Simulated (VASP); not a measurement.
# SiB (P-6m2) in VASP: phonon dispersion with PBE

Aim: the phonon dispersion of SiB with PBE.

Program: VASP 6.6.1. These are calculated values, not measurements. Logs are shortened: lines on timing, memory, paths and dates and some standing lists are left out, and cuts for length are marked.

### 1 The structure

Symmetry: P-6m2, No. 187, hexagonal system. Conventional cell: a = 3.198 Å, b = 3.198 Å, c = 5.853 Å, α = 90.00°, β = 90.00°, γ = 120.00°. Si (site symmetry 3m) is surrounded by 3 B at 2.06 Å and 1 Si at 2.37 Å. Around B (site symmetry 3m) lie 1 B at 1.64 Å.

The cell was built by a generator and needn't be a form met in nature.

### 2 Phonon dispersion, PBE

The input, INCAR:

```
  PREC = Accurate
  ENCUT = 520
  EDIFF = 1E-7
  ISMEAR = 0
  SIGMA = 0.1
  LREAL = Auto
  LASPH = True
  NELM = 60
  ALGO = Normal
  ISIF = 2
  LWAVE = False
  LCHARG = False
  GGA = PE
  KPAR = 4
  IBRION = 6
  NFREE = 2
  POTIM = 0.015
  NSW = 1
  LPHON_DISPERSION = True
  PHON_NWRITE = -3
```

The input, KPOINTS:

```
Automatic mesh
0
Gamma
  4 4 2
```

The input, POSCAR:

```
SiB
1.0
    6.3969040000      0.0000000000      0.0000000000
   -3.1984520000      5.5398800000      0.0000000000
    0.0000000000      0.0000000000     11.7054400000
Si B
16 16
Direct
    0.0000000000      0.0000000000      0.3513565000
    0.0000000000      0.0000000000      0.8513565000
    0.0000000000      0.5000000000      0.3513565000
    0.0000000000      0.5000000000      0.8513565000
    0.5000000000      0.0000000000      0.3513565000
    0.5000000000      0.0000000000      0.8513565000
    0.5000000000      0.5000000000      0.3513565000
    0.5000000000      0.5000000000      0.8513565000
    0.0000000000      0.0000000000      0.1486435000
    0.0000000000      0.0000000000      0.6486435000
    0.0000000000      0.5000000000      0.1486435000
    0.0000000000      0.5000000000      0.6486435000
    0.5000000000      0.0000000000      0.1486435000
    0.5000000000      0.0000000000      0.6486435000
    0.5000000000      0.5000000000      0.1486435000
    0.5000000000      0.5000000000      0.6486435000
    0.3333335000      0.1666665000      0.4300190000
    0.3333335000      0.1666665000      0.9300190000
    0.3333335000      0.6666665000      0.4300190000
    0.3333335000      0.6666665000      0.9300190000
    0.8333335000      0.1666665000      0.4300190000
    0.8333335000      0.1666665000      0.9300190000
    0.8333335000      0.6666665000      0.4300190000
    0.8333335000      0.6666665000      0.9300190000
    0.3333335000      0.1666665000      0.0699810000
    0.3333335000      0.1666665000      0.5699810000
    0.3333335000      0.6666665000      0.0699810000
    0.3333335000      0.6666665000      0.5699810000
    0.8333335000      0.1666665000      0.0699810000
    0.8333335000      0.1666665000      0.5699810000
    0.8333335000      0.6666665000      0.0699810000
    0.8333335000      0.6666665000      0.5699810000
```

The input, QPOINTS:

```
path GMKGALHA,LM,KH
8
line-mode
reciprocal
 0.0000000000  0.0000000000  0.0000000000  G
 0.5000000000  0.0000000000  0.0000000000  M

 0.5000000000  0.0000000000  0.0000000000  M
 0.3333333333  0.3333333333  0.0000000000  K

 0.3333333333  0.3333333333  0.0000000000  K
 0.0000000000  0.0000000000  0.0000000000  G

 0.0000000000  0.0000000000  0.0000000000  G
 0.0000000000  0.0000000000  0.5000000000  A

 0.0000000000  0.0000000000  0.5000000000  A
 0.5000000000  0.0000000000  0.5000000000  L

 0.5000000000  0.0000000000  0.5000000000  L
 0.3333333333  0.3333333333  0.5000000000  H

 0.3333333333  0.3333333333  0.5000000000  H
 0.0000000000  0.0000000000  0.5000000000  A

 0.5000000000  0.0000000000  0.5000000000  L
 0.5000000000  0.0000000000  0.0000000000  M

 0.3333333333  0.3333333333  0.0000000000  K
 0.3333333333  0.3333333333  0.5000000000  H
```

Potentials or basis: VASP PAW PBE potentials, release 64 (Si, B).

Launch:

```console
> cat potpaw_PBE.64/Si/POTCAR potpaw_PBE.64/B/POTCAR > POTCAR
> mpirun -np 4 vasp_std > vasp.out
```

OUTCAR:

```text
PREC = Accurate
   ENCUT = 520
   EDIFF = 1E-7
   ISMEAR = 0
   LREAL = Auto
   LASPH = True
   NELM = 60
   ISIF = 2
   GGA = PE
   IBRION = 6
   NFREE = 2
   POTIM = 0.015
   NSW = 1

 ion  position               nearest neighbor table
   1  0.000  0.000  0.351-  21 2.06  23 2.06  17 2.06   9 2.37
   2  0.000  0.000  0.851-  22 2.06  24 2.06  18 2.06  10 2.37
   3  0.000  0.500  0.351-  23 2.06  21 2.06  19 2.06  11 2.37
   4  0.000  0.500  0.851-  24 2.06  22 2.06  20 2.06  12 2.37
   5  0.500  0.000  0.351-  17 2.06  19 2.06  21 2.06  13 2.37
   6  0.500  0.000  0.851-  18 2.06  20 2.06  22 2.06  14 2.37
[... 33 lines left out ...]
 A1 = (   6.3969040000,   0.0000000000,   0.0000000000)
 A2 = (  -3.1984520000,   5.5398800000,   0.0000000000)
 A3 = (   0.0000000000,   0.0000000000,  11.7054400000)

Analysis of symmetry for initial positions (statically):
=====================================================================
 Subroutine PRICEL returns following result:

  LATTYP: Found a hexagonal cell.
 ALAT       =     3.1984520000
 C/A-ratio  =     1.8298601949

  Lattice vectors:

 A1 = (   3.1984520000,   0.0000000000,   0.0000000000)
 A2 = (  -1.5992260000,   2.7699400000,   0.0000000000)
 A3 = (   0.0000000000,   0.0000000000,   5.8527200000)

   8 primitive cells build up your supercell.

 Routine SETGRP: Setting up the symmetry group for a
 hexagonal supercell.

 Subroutine GETGRP returns: Found 12 space group operations
 (whereof 12 operations were pure point group operations)
 out of a pool of 24 trial point group operations.

The static configuration has the point symmetry D_3h.

Analysis of symmetry for dynamics (positions and initial velocities):
=====================================================================
 Subroutine PRICEL returns following result:

  LATTYP: Found a hexagonal cell.
 ALAT       =     3.1984520000
 C/A-ratio  =     1.8298601949

  Lattice vectors:

 A1 = (   3.1984520000,   0.0000000000,   0.0000000000)
 A2 = (  -1.5992260000,   2.7699400000,   0.0000000000)
 A3 = (   0.0000000000,   0.0000000000,   5.8527200000)

   8 primitive cells build up your supercell.

 Routine SETGRP: Setting up the symmetry group for a
 hexagonal supercell.

 Subroutine GETGRP returns: Found 12 space group operations
 (whereof 12 operations were pure point group operations)
 out of a pool of 24 trial point group operations.

The dynamic configuration has the point symmetry D_3h.

 Subroutine INISYM returns: Found 12 space group operations
 (whereof 12 operations are pure point group operations),
 and found     8 'primitive' translations

----------------------------------------------------------------------------------------

                                     Primitive cell

  volume of cell :      51.8523

  direct lattice vectors                    reciprocal lattice vectors
     3.198452000  0.000000000  0.000000000     0.312651245  0.180509325  0.000000000
    -1.599226000  2.769940000  0.000000000     0.000000000  0.361018650  0.000000000
[... 77 lines left out ...]
   NFREE  =      2    steps in history (QN), initial steepest desc. (CG)
   ISIF   =      2    stress and relaxation
   ISYM   =      2    0-nonsym 1-usesym 2-fastsym
   POTIM  = 0.0150    time-step for ionic-motion
   TEBEG  =    0.0;   TEEND  =   0.0 temperature during run
   PSTRESS=    0.0 pullay stress
   NELECT =     112.0000    total number of electrons
   NUPDOWN=      -1.0000    fix difference up-down
   EMIN   =  10.00;   EMAX   =-10.00  energy-range for DOS
   EFERMI =   0.00;   METHOD = LEGACY
   ISMEAR =     0;   SIGMA  =   0.10  broadening in eV -4-tet -1-fermi 0-gaus
   EFERMI_NEDOS =   21; number of points for ismear=-14 and -15
   IALGO  =     38    algorithm
   IMIX   =      4    mixing-type and parameters
     AMIX     =   0.40;   BMIX     =  1.00
     AMIX_MAG =   1.60;   BMIX_MAG =  1.00
  volume/ion in A,a.u.               =      12.96        87.48
  Fermi-wavevector in a.u.,A,eV,Ry     =   1.058104  1.999526 15.232855  1.119583
  Thomas-Fermi vector in A             =   2.193401
   LORBIT       =      0    0 simple, 1 ext, 2 COOP (PROOUT), +10 PAW based schemes
   GGA     = PE    functional components
   LHFCALC =     F    Hartree Fock is set to
   AEXX    =    0.0000 exact exchange contribution
   IVDW    =     0    specifies the selected vdW correction
   LEPSILON=     F    determine dielectric tensor
   LRPA    =     F    only Hartree local field effects (RPA)
 finite differences with symmetry
 non-spin polarized calculation
 Gauss-broadening in eV      SIGMA  =   0.10
  energy-cutoff  :      520.00
  volume of cell :      414.82
 maximum number of plane-waves:     11206
 NGX is ok and might be reduce to    48
   NGX = 23   NGY = 23   NGZ = 43

--------------------------------------- Ionic step        1  -------------------------------------------

 number of electron     111.9999992 magnetization

 Free energy of the ion-electron system (eV)
  ---------------------------------------------------
  ext. energy  EPLUGINS =         0.00000000
  ---------------------------------------------------
  free energy    TOTEN  =      -182.06773792 eV

  energy without entropy =     -182.03805321  energy(sigma->0) =     -182.05289557

------------------------ aborting loop because EDIFF is reached ----------------------------------------

  FORCE on cell =-STRESS in cart. coord.  units (eV):
  Direction    XX          YY          ZZ          XY          YZ          ZX
  --------------------------------------------------------------------------------------
  -------------------------------------------------------------------------------------
  Total        3.6441741      3.6441723     -7.0208939      0.0000000      0.0000000      0.0000000
  in kB       14.0751088     14.0751019    -27.1172133      0.0000000      0.0000000      0.0000000
  external PRESSURE =       0.3443325 kB  Pullay stress =       0.0000000 kB
[... 515 lines left out ...]
--------------------------------------- Ionic step        9  -------------------------------------------

 number of electron     111.9999992 magnetization

 Free energy of the ion-electron system (eV)
  ---------------------------------------------------
  ext. energy  EPLUGINS =         0.00000000
  ---------------------------------------------------
  free energy    TOTEN  =      -182.06607289 eV

  energy without entropy =     -182.03676276  energy(sigma->0) =     -182.05141782

 E-fermi :   5.5545     XC(G=0): -10.4237

 val. band max:        5.5219890812   @ k =   0.2500   0.0000   0.0000
 cond. band min:       5.5693112739   @ k =   0.5000   0.0000   0.0000
 fundamental gap:      0.0473221927
 Fermi energy:         5.5545495084

 k-point     1 :       0.0000    0.0000    0.0000
  band No.  band energies     occupation
      1      -6.6908      2.00000
      2      -5.8888      2.00000
      3      -5.6620      2.00000
      4      -3.9019      2.00000
      5      -3.1975      2.00000
      6      -3.1975      2.00000
[... 557 lines left out ...]
     67       9.3878      0.00000
     68       9.3889      0.00000
 [bands above 68 left out]

------------------------ aborting loop because EDIFF is reached ----------------------------------------

  FORCE on cell =-STRESS in cart. coord.  units (eV):
  Direction    XX          YY          ZZ          XY          YZ          ZX
  --------------------------------------------------------------------------------------
  -------------------------------------------------------------------------------------
  Total        3.7676875      3.7676856     -7.3585837      0.0000000      0.0000000      0.0000000
  in kB       14.5521620     14.5521548    -28.4214927      0.0000000      0.0000000      0.0000000
  external PRESSURE =       0.2276080 kB  Pullay stress =       0.0000000 kB
[... 47 lines left out ...]
  FREE ENERGIE OF THE ION-ELECTRON SYSTEM (eV)
  ---------------------------------------------------
  free  energy   TOTEN  =      -182.0660728879 eV

  energy  without entropy=     -182.0367627583  energy(sigma->0) =     -182.05141782

 INTERNAL STRAIN TENSORS FROM DISPLACED ATOMS
 ============================================

 INTERNAL STRAIN TENSOR FOR ION    1 for displacements in x,y,z  (eV/Angst):
          X           Y           Z          XY          YZ          ZX
  --------------------------------------------------------------------------------
  x     0.00000     0.00000     0.00000     7.32910     0.00000     4.56220
  y     7.32910    -7.32909     0.00000    -0.00000     4.56220    -0.00000
  z     7.27881     7.27881   -10.06935     0.00000     0.00000     0.00000
[... 8 lines left out ...]
 INTERNAL STRAIN TENSOR FOR ION   32 for displacements in x,y,z  (eV/Angst):
          X           Y           Z          XY          YZ          ZX
  --------------------------------------------------------------------------------
  x     0.00000     0.00000     0.00000    -7.34074     0.00000     3.78940
  y    -7.34074     7.34073    -0.00000     0.00000     3.78940    -0.00000
  z     8.18997     8.18996   -23.33252     0.00000    -0.00000    -0.00000

 Eigenvectors and eigenvalues of the dynamical matrix
   1 f  =   30.391392 THz   190.954746 2PiTHz 1013.747708 cm-1   125.688640 meV
   2 f  =   29.148673 THz   183.146516 2PiTHz  972.295083 cm-1   120.549172 meV
   3 f  =   28.705469 THz   180.361780 2PiTHz  957.511373 cm-1   118.716226 meV
   4 f  =   28.705469 THz   180.361780 2PiTHz  957.511373 cm-1   118.716226 meV
   5 f  =   28.705469 THz   180.361780 2PiTHz  957.511372 cm-1   118.716226 meV
   6 f  =   28.334758 THz   178.032534 2PiTHz  945.145783 cm-1   117.183089 meV
[... 18 lines left out ...]
  25 f  =   15.815938 THz    99.374468 2PiTHz  527.562899 cm-1    65.409434 meV
  26 f  =   15.815938 THz    99.374468 2PiTHz  527.562899 cm-1    65.409434 meV

 ELASTIC MODULI CONTR FROM IONIC RELAXATION (kBar)
 Direction    XX          YY          ZZ          XY          YZ          ZX
 --------------------------------------------------------------------------------
 XX        -721.4874    265.8285    441.2869     -0.0000      0.0000      0.0000
 YY         265.8285   -721.4867    441.2867      0.0000     -0.0000     -0.0000
 ZZ         441.2869    441.2867  -1008.1659      0.0000     -0.0000      0.0000
 XY          -0.0000      0.0000      0.0000   -493.6578     -0.0000     -0.0000
 YZ           0.0000     -0.0000     -0.0000     -0.0000   -167.4569      0.0000
 ZX           0.0000     -0.0000      0.0000     -0.0000      0.0000   -167.4570
 --------------------------------------------------------------------------------
[... 569 lines left out ...]
 q-point No.           q_x           q_y           q_z  q-path length
          72      0.333333      0.333333      0.500000       1.242612
  frequencies
   [THz]           5.280766      5.324877      6.090144      6.774878      9.559226      9.700955     12.167197     15.731702     16.092537     16.349192     16.475532     28.648885
   [2Pi THz]      33.180029     33.457189     38.265506     42.567815     60.062390     60.952899     76.448754     98.845199    101.112390    102.725006    103.518822    180.006256
   [cm-1]        176.147383    177.618780    203.145354    225.985614    318.861469    323.589034    405.854011    524.753096    536.789244    545.350361    549.564604    955.623960
   [meV]          21.839482     22.021912     25.186802     28.018633     39.533766     40.119909     50.319462     65.061063     66.553354     67.614797     68.137296    118.482217
```

Run time: 11 min. Hardware: 4 MPI ranks of Intel Xeon Platinum 8488C (Sapphire Rapids), shared host; peak memory 0.83 GiB.

Results:

```yaml
Highest_phonon_frequency_LO-TO_splitting_left_out: 1014 cm⁻¹
```

Phonon frequencies in cm⁻¹ (negative: imaginary):
```tsv
q point	frequencies
(0.000, 0.000, 0.000)	0 0 0 189 189 372 444 484 484 487 487 1014
(0.429, 0.000, 0.000)	141 151 220 271 272 397 408 525 532 541 586 949
(0.405, 0.190, 0.000)	159 163 217 284 285 384 419 526 548 554 586 940
(0.238, 0.238, 0.000)	151 154 216 269 276 390 414 522 542 547 577 948
(0.000, 0.000, 0.000)	0 0 0 189 189 372 444 484 484 487 487 1014
(0.000, 0.000, 0.429)	116 116 149 149 221 311 463 463 473 473 516 975
(0.286, 0.000, 0.500)	169 170 178 190 282 309 447 482 490 524 540 964
(0.452, 0.095, 0.500)	182 183 199 203 316 327 410 494 511 560 563 958
(0.333, 0.333, 0.500)	176 178 203 226 319 324 406 525 537 545 550 956
(0.048, 0.048, 0.500)	132 137 143 149 235 304 465 469 473 474 519 972
(0.500, 0.000, 0.214)	154 161 216 241 302 365 416 512 525 548 584 951
(0.333, 0.333, 0.143)	164 173 217 263 307 368 421 527 547 568 572 940
```

Phonon frequencies at the corners of the path (cm⁻¹, interpolated; i marks imaginary ones):
```tsv
point	frequencies
Γ	0 0 0 189 189 372 444 484 484 487 487 1014
M	144 155 222 275 277 395 410 527 535 544 591 946
K	163 173 215 289 292 377 425 526 551 572 577 936
A	127 127 140 140 231 305 462 462 473 473 520 973
L	188 190 191 194 316 328 411 488 507 561 566 958
H	176 178 203 226 319 324 406 525 537 545 550 956
```
